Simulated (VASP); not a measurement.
All values below come from LDA (Ceperley-Alder, Perdew-Zunger), VASP's LDA PAW potentials (set 64) (plane waves; VASP).

Input for VASP

**KPOINTS**
```
Automatic mesh
0
G
 5 5 5
0 0 0
```

File POSCAR:
```
FeSi
1
    4.3200768055     0.0000000000     0.0000000000
    0.0000000000     4.3200768055     0.0000000000
    0.0000000000     0.0000000000     4.3200768055
Fe Si
4 4
Direct
  0.8613638529   0.6386361471   0.3613638529
  0.3613638529   0.8613638529   0.6386361471
  0.1386361471   0.1386361471   0.1386361471
  0.6386361471   0.3613638529   0.8613638529
  0.1584377073   0.3415622927   0.6584377073
  0.6584377073   0.1584377073   0.3415622927
  0.8415622927   0.8415622927   0.8415622927
  0.3415622927   0.6584377073   0.1584377073
```

### INCAR
```
SYSTEM=FeSi
PREC=Accurate; ENCUT=500; LREAL=.FALSE.
LASPH=.TRUE.
EDIFF=1E-6; NELM=100; ALGO=Normal
LMAXMIX=4
ISMEAR=0; SIGMA=0.05
IBRION=2; NSW=40; ISIF=3
EDIFFG=-0.02; PSTRESS=200
LWAVE=.FALSE.; LCHARG=.FALSE.
```

POTCAR, in this order: Fe Si (LDA.64 set). Program: vasp_std.

Task: What will the output report for the number of irreducible k-points (NKPTS), largest plane-wave count, number of space-group operations, FFT grid (NGX, NGY, NGZ)?

Result: 
number of irreducible k-points (NKPTS): 11
largest plane-wave count: 2103
number of space-group operations: 12
FFT grid (NGX, NGY, NGZ): 32 × 32 × 32

The compound is FeSi in the B20 structure. This run relaxes it under an external pressure of 20 GPa. Symmetry was kept, so distortions that lower it aren't found. The run is not spin-polarised, so no magnetic state was tried.
